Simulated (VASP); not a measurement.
Consider the following.

```yaml
crystal:
  lattice:
    - [3.01926, 0.00000, 0.00000]
    - [0.00000, 3.01926, 0.00000]
    - [0.00000, 0.00000, 3.01926]
  atoms:
    - { symbol: Mo, position: [0.00000, 0.00000, 0.00000] }
    - { symbol: Si, position: [0.50000, 0.50000, 0.50000] }
```

These are PBEsol GGA, VASP's PBE PAW potentials (set 64) (plane waves; VASP) values and carry that method's errors. Run with 400 eV cut-off, 14×14×14 Γ-centred mesh, tetrahedra with Blöchl corrections, potentials Mo_sv Si.

Problem. Estimate the energy per atom (σ→0), band gap (on the k-mesh) with the smallest direct gap where there is one.

Solution. 
```json
{
 "band gap (on the k-mesh)": "none (metal, semimetal or under 0.01 eV)",
 "energy per atom (σ→0)": "-8945 meV/atom"
}
```

Only differences to runs with the same potentials and settings are physical.

The structure was generated: MoSi was put into the CsCl type type (Pm-3m), which need not be its known phase. It was relaxed first, which changed the volume by -33 %.
